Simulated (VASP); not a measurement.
BeP: single point with r2SCAN

Crystal: BeP.

```
Be P
1.0
     0.00000    3.24725    0.00000
     3.24725    0.00000    0.00000
     1.62362    1.62362   -2.52719
Be P
1 1
Cartesian
  0.0000 0.0000 0.0000
  1.6236 1.6236 -0.3639
```

The cell was built by a generator and needn't be a form met in nature.

```yaml
Program: VASP 6.6.1
Task: single point
Functional: r2SCAN
Potentials_or_basis: VASP PAW PBE potentials, release 64 (Be, P)
Cutoff: 520 eV
k_mesh: 7 × 7 × 7
Occupations: fermi-dirac, width 0.1 eV
Spin: no spin polarisation
Dipole_correction: no
Further_INCAR_settings: ALGO = Normal; EDIFF = 1e-06; NBANDS = 10
```

The pressure is -3.7 GPa. The largest force is 0.062 eV/Å and the band gap on the k mesh is none (metal or under the smearing width).

Forces on the atoms (eV/Å):
```
Be   0.000  0.000 -0.062
P    0.000  0.000  0.062
```

Stress tensor (GPa, compression positive):
```
-5.57  0.00  0.00
 0.00 -5.57  0.00
 0.00  0.00 -0.07
```

Levels at points of the mesh, in eV from the Fermi level:
```tsv
k point	band 1	band 2	band 3	band 4	band 5	band 6	band 7	band 8	band 9
(0.00, 0.00, 0.00)	-13.76	1.22	1.22	1.60	7.21	8.04	8.04	8.18	8.93
```

It took 57 s on 1 thread of Intel(R) Xeon(R) Platinum 8175M CPU @ 2.50GHz (Skylake/Cascade Lake), with other jobs on the host, peak memory 0.15 GiB.

Caveat: the PAW data sets were made with another functional, which shifts forces and pressure a little.
